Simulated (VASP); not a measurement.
These are PBE GGA, VASP's PBE PAW potentials (set 64) (plane waves; VASP) values and carry that method's errors.

A VASP calculation is set up with these files.

### KPOINTS
```
Automatic
0
G
4 4 4
```

File POSCAR:
```
CsPbBr3
1
    6.0051781491    -0.0000000000    -0.0000000000
   -0.0000000000     6.0051781491    -0.0000000000
    0.0000000000    -0.0000000000     6.0051781491
Cs Pb Br
1 1 3
Direct
  0.0000000000   0.0000000000   0.0000000000
  0.5000000000   0.5000000000   0.5000000000
  0.5000000000   0.0000000000   0.5000000000
  0.0000000000   0.5000000000   0.5000000000
  0.5000000000   0.5000000000   0.0000000000
```

**INCAR**
```
EDIFF = 1E-6
ENCUT = 500
LCHARG = .False.
ISMEAR = 0
ALGO = Normal   ! blocked Davidson
LREAL = .False.
ISIF = 3
SYSTEM = CsPbBr3
NSW = 40
SIGMA = 0.05   ! width (eV)
GGA = PE   ! PBE
EDIFFG = -0.02   ! ionic stop
LASPH = .True.   ! aspherical one-centre terms
LMAXMIX = 4   ! l cut-off of mixed one-centre charges
IBRION = 2
PREC = Accurate
NELM = 100
LWAVE = .False.
```

POTCAR, in this order: Cs_sv Pb_d Br (PBE.64 set). Program: vasp_std.

What VASP printed:

### OSZICAR
```
       N       E                     dE             d eps       ncg     rms          rms(c)
DAV:   1     0.392942095681E+03    0.39294E+03   -0.18186E+04   520   0.143E+03
DAV:   2     0.285422970180E+02   -0.36440E+03   -0.35762E+03   670   0.323E+02
DAV:   3    -0.149121302725E+02   -0.43454E+02   -0.43312E+02   588   0.121E+02
DAV:   4    -0.165078166916E+02   -0.15957E+01   -0.15853E+01   688   0.326E+01
DAV:   5    -0.165557162546E+02   -0.47900E-01   -0.47871E-01   640   0.430E+00    0.391E+00
DAV:   6    -0.159203492957E+02    0.63537E+00   -0.11726E+00   756   0.105E+01    0.224E+00
DAV:   7    -0.158625804881E+02    0.57769E-01   -0.57359E-01   758   0.416E+00    0.102E+00
DAV:   8    -0.158735097928E+02   -0.10929E-01   -0.71158E-02   648   0.224E+00    0.193E-01
DAV:   9    -0.158727698539E+02    0.73994E-03   -0.12394E-02   726   0.842E-01    0.107E-01
DAV:  10    -0.158731615927E+02   -0.39174E-03   -0.12475E-03   586   0.207E-01    0.435E-02
DAV:  11    -0.158732564965E+02   -0.94904E-04   -0.20789E-04   584   0.109E-01    0.850E-03
DAV:  12    -0.158732568808E+02   -0.38429E-06   -0.34495E-05   758   0.603E-02    0.567E-03
DAV:  13    -0.158732569157E+02   -0.34917E-07   -0.35505E-06   560   0.143E-02
   1 F= -.15873257E+02 E0= -.15873257E+02  d E =-.158733E+02
```

OUTCAR:
```
------------------------ aborting loop because EDIFF is reached ----------------------------------------
  FORCE on cell =-STRESS in cart. coord.  units (eV):
  Direction    XX          YY          ZZ          XY          YZ          ZX
  --------------------------------------------------------------------------------------
  Total        0.0510185      0.0510185      0.0510185     -0.0000000     -0.0000000      0.0000000
  in kB        0.3774512      0.3774512      0.3774512     -0.0000000     -0.0000000      0.0000000
  external PRESSURE =       0.3774512 kB  Pullay stress =       0.0000000 kB
  volume of cell :      216.56
      direct lattice vectors                 reciprocal lattice vectors
     6.005178149  0.000000000  0.000000000     0.166522953  0.000000000  0.000000000
     0.000000000  6.005178149  0.000000000     0.000000000  0.166522953  0.000000000
     0.000000000  0.000000000  6.005178149     0.000000000  0.000000000  0.166522953
 POSITION                                       TOTAL-FORCE (eV/Angst)
 -----------------------------------------------------------------------------------
      0.00000      0.00000      0.00000         0.000000      0.000000      0.000000
      3.00259      3.00259      3.00259         0.000000      0.000000      0.000000
      3.00259      0.00000      3.00259         0.000000      0.000000      0.000000
      0.00000      3.00259      3.00259         0.000000      0.000000      0.000000
      3.00259      3.00259      0.00000         0.000000      0.000000      0.000000
 -----------------------------------------------------------------------------------
    total drift:                                0.000000     -0.000000     -0.000000
  FREE ENERGIE OF THE ION-ELECTRON SYSTEM (eV)
  ---------------------------------------------------
  free  energy   TOTEN  =       -15.8732569157 eV

  energy  without entropy=      -15.8732569157  energy(sigma->0) =      -15.87325692

 reached required accuracy - stopping structural energy minimisation
```
(Selected blocks of OUTCAR.)

The compound is CsPbBr3 in the cubic perovskite structure, the ideal cubic form; the compound distorts at low or room temperature. It was relaxed first, which changed the volume by +7 %.
